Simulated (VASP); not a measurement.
These are LDA (Ceperley-Alder, Perdew-Zunger), VASP's LDA PAW potentials (set 64) (plane waves; VASP) values and carry that method's errors.

VASP input:

**POSCAR**
```
KCl
1
    0.0000000000     3.0414749160     3.0414749160
    3.0414749160     0.0000000000     3.0414749160
    3.0414749160     3.0414749160     0.0000000000
K Cl
1 1
Direct
  0.0000000000   0.0000000000   0.0000000000
  0.5000000000   0.5000000000   0.5000000000
```

INCAR:
```
SYSTEM = KCl
PREC = Accurate
ENCUT = 530
EDIFF = 1E-7
NELM = 100
ALGO = Normal
LREAL = .FALSE.
LASPH = .TRUE.
ISMEAR = 0
SIGMA = 0.05
LWAVE = .FALSE.
LCHARG = .FALSE.
IBRION = 6
ISIF = 3
NFREE = 2
POTIM = 0.015
NSW = 1
```

### KPOINTS
```
K-points
0
G
  7 7 7
0 0 0
```

POTCAR, in this order: K_sv Cl (LDA.64 set). Program: vasp_std.

The resulting files:

### OUTCAR
```


   1 f  =    4.870862 THz    30.604526 2PiTHz  162.474452 cm-1    20.144256 meV

   2 f  =    4.870862 THz    30.604526 2PiTHz  162.474452 cm-1    20.144256 meV

   3 f  =    4.870862 THz    30.604526 2PiTHz  162.474452 cm-1    20.144256 meV

   4 f/i=    0.006781 THz     0.042607 2PiTHz    0.226192 cm-1     0.028044 meV

   5 f/i=    0.006781 THz     0.042607 2PiTHz    0.226192 cm-1     0.028044 meV

   6 f/i=    0.006781 THz     0.042607 2PiTHz    0.226192 cm-1     0.028044 meV

 ELASTIC MODULI CONTR FROM IONIC RELAXATION (kBar)
 Direction    XX          YY          ZZ          XY          YZ          ZX
 --------------------------------------------------------------------------------
 XX           0.0000      0.0000      0.0000      0.0000      0.0000      0.0000
 YY           0.0000      0.0000      0.0000      0.0000      0.0000      0.0000
 ZZ           0.0000      0.0000      0.0000      0.0000      0.0000      0.0000
 XY           0.0000      0.0000      0.0000      0.0000      0.0000      0.0000
 YZ           0.0000      0.0000      0.0000      0.0000      0.0000      0.0000
 ZX           0.0000      0.0000      0.0000      0.0000      0.0000      0.0000
 --------------------------------------------------------------------------------

 TOTAL ELASTIC MODULI (kBar)
 Direction    XX          YY          ZZ          XY          YZ          ZX
 --------------------------------------------------------------------------------
 XX         603.7055     68.1152     68.1152      0.0000     -0.0000     -0.0000
 YY          68.1152    603.7055     68.1152      0.0000      0.0000     -0.0000
 ZZ          68.1152     68.1152    603.7055     -0.0000      0.0000     -0.0000
 XY           0.0000      0.0000     -0.0000     65.2045      0.0000      0.0000
 YZ          -0.0000      0.0000      0.0000      0.0000     65.2045      0.0000
 ZX          -0.0000     -0.0000     -0.0000      0.0000      0.0000     65.2045
 --------------------------------------------------------------------------------
```
(Selected blocks of OUTCAR.)

The compound is KCl in the rock salt structure. It was relaxed first, which changed the volume by -10 %.
